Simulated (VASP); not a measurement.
Consider the following.

```
CELL_PARAMETERS angstrom
      3.95666     0.00000     0.00000
      0.00000     3.95666     0.00000
      0.00000     0.00000     3.95666
ATOMIC_POSITIONS crystal
  K  0.00000 0.00000 0.00000
  Mg 0.50000 0.50000 0.50000
  F  0.50000 0.00000 0.50000
  F  0.00000 0.50000 0.50000
  F  0.50000 0.50000 0.00000
```

Level of theory: r2SCAN+rVV10, VASP's PBE PAW potentials (set 64) (plane waves; VASP). Numerical set-up: 520 eV cut-off, 6×6×6 Γ-centred mesh, Gaussian smearing of 0.050 eV, potentials K_sv Mg F.

### Question
What does the run give for the energy per atom (σ→0), band gap (on the k-mesh) with the smallest direct gap where there is one?

### Answer

```json
{
 "band gap (on the k-mesh)": "8.35 eV",
 "smallest direct gap (on the k-mesh)": "8.67 eV",
 "energy per atom (σ→0)": "-7.263 eV/atom"
}
```

Only differences to runs with the same potentials and settings are physical.

The compound is KMgF3 in the cubic perovskite structure. It was relaxed first.
